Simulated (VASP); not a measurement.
Data:

```yaml
crystal:
  lattice:
    - [0.00000, 2.73390, 2.73390]
    - [2.73390, 0.00000, 2.73390]
    - [2.73390, 2.73390, 0.00000]
  atoms:
    - { symbol: Ce, position: [0.00000, 0.00000, 0.00000] }
    - { symbol: O, position: [0.25000, 0.25000, 0.25000] }
    - { symbol: O, position: [0.75000, 0.75000, 0.75000] }
```

These are MS2 meta-GGA, VASP's PBE PAW potentials (set 64) (plane waves; VASP) values and carry that method's errors. Settings: 520 eV cut-off, 7×7×7 Γ-centred mesh, Gaussian smearing of 0.050 eV, potentials Ce O.

Task: Estimate the energy per atom (σ→0), pressure.

Result: 
| Quantity | Result |
|---|---|
| energy per atom (σ→0) | -7.950 eV/atom |
| pressure | -5.33 GPa |

Only differences to runs with the same potentials and settings are physical.

The compound is CeO2 in the fluorite structure. This cell is one point of a volume scan, at 1.03 of the reference volume. The run is not spin-polarised, so no magnetic state was tried.
